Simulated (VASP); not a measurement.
Output of a VASP run:

OSZICAR:
```
       N       E                     dE             d eps       ncg     rms          rms(c)
DAV:   1    -0.373427833878E+02   -0.37343E+02   -0.43632E-05   616   0.256E-02    0.614E-03
DAV:   2    -0.373427796473E+02    0.37406E-05   -0.59770E-06   536   0.299E-02    0.253E-03
DAV:   3    -0.373427789258E+02    0.72151E-06   -0.36512E-06   576   0.892E-03    0.163E-03
DAV:   4    -0.373427789512E+02   -0.25479E-07   -0.41584E-07   408   0.700E-03
   1 F= -.37342779E+02 E0= -.37342779E+02  d E =-.381777E-13
```

**OUTCAR**
```
------------------------ aborting loop because EDIFF is reached ----------------------------------------
  FORCE on cell =-STRESS in cart. coord.  units (eV):
  Direction    XX          YY          ZZ          XY          YZ          ZX
  --------------------------------------------------------------------------------------
  Total       -0.1953290     -0.1953290      0.1215421      0.0000000      0.0000000      0.0000000
  in kB       -0.6737053     -0.6737053      0.4192085      0.0000000      0.0000000      0.0000000
  external PRESSURE =      -0.3094007 kB  Pullay stress =       0.0000000 kB
  volume of cell :      464.52
      direct lattice vectors                 reciprocal lattice vectors
     4.171412682  0.000000000  0.000000000     0.239726941  0.000000000  0.000000000
     0.000000000  4.171412682  0.000000000     0.000000000  0.239726941  0.000000000
     0.000000000  0.000000000 26.695680956     0.000000000  0.000000000  0.037459243
 POSITION                                       TOTAL-FORCE (eV/Angst)
 -----------------------------------------------------------------------------------
      0.00000      2.08571      8.99027        -0.000000      0.000000     -0.002551
      2.08571      0.00000     11.78105         0.000000     -0.000000      0.013287
      0.00000      2.08571     14.91463         0.000000     -0.000000     -0.013287
      2.08571      0.00000     17.70541         0.000000     -0.000000      0.002551
      0.00000      2.08571     11.72051         0.000000     -0.000000     -0.012260
      2.08571      0.00000      9.03939         0.000000      0.000000     -0.022917
      0.00000      2.08571     17.65629         0.000000     -0.000000      0.022917
      2.08571      0.00000     14.97517        -0.000000     -0.000000      0.012260
 -----------------------------------------------------------------------------------
    total drift:                               -0.000000      0.000000      0.000000
  FREE ENERGIE OF THE ION-ELECTRON SYSTEM (eV)
  ---------------------------------------------------
  free  energy   TOTEN  =       -37.3427789512 eV

  energy  without entropy=      -37.3427789512  energy(sigma->0) =      -37.34277895

 total charge

# of ion       s       p       d       tot
------------------------------------------
    1        1.455   0.548   9.842  11.845
    2        1.466   0.543   9.846  11.856
    3        1.466   0.543   9.846  11.856
    4        1.455   0.548   9.842  11.845
    5        1.346   2.320   0.000   3.665
    6        1.345   2.319   0.000   3.664
    7        1.345   2.319   0.000   3.664
    8        1.346   2.320   0.000   3.665
--------------------------------------------------
tot         11.225  11.459  39.376  62.060
```
(Selected blocks of OUTCAR.)

### POSCAR
```
PbS(100) slab
1
    4.1714126820     0.0000000000     0.0000000000
    0.0000000000     4.1714126820     0.0000000000
    0.0000000000     0.0000000000    26.6956809565
Pb S
4 4
Direct
  0.0000000000   0.5000000000   0.3367687899
  0.5000000000   0.0000000000   0.4413090926
  0.0000000000   0.5000000000   0.5586909074
  0.5000000000   1.0000000000   0.6632312101
  0.0000000000   0.5000000000   0.4390413622
  0.5000000000   0.0000000000   0.3386087069
  0.0000000000   0.5000000000   0.6613912931
  0.5000000000   0.0000000000   0.5609586378
```

Problem. Write an INCAR and KPOINTS that could have produced this output.

Solution. One answer among several that fit: the input of the run itself, PBEsol GGA, plane waves, VASP's PBE PAW potentials (set 64).

**INCAR**
```
SYSTEM=PbS(100) slab
PREC=Normal; ENCUT=400; LREAL=.False.
LASPH=.True.
EDIFF=1E-6; NELM=100; NELMIN=4
ALGO=Normal; LMAXMIX=4
ISMEAR=0; SIGMA=0.05
GGA=PS
LWAVE=.False.; LCHARG=.False.; LORBIT=11
LVHAR=.True.
DIPOL=0.5 0.5 0.5
LDIPOL=.True.; IDIPOL=3
```

KPOINTS:
```
Automatic mesh
0
Gamma
5 5 1
0 0 0
```

POTCAR, in this order: Pb_d S (PBE.64 set). Program: vasp_std. Read from the step before: WAVECAR.

The cell is a thin slab with vacuum, built from PbS (rock salt): (100) face.
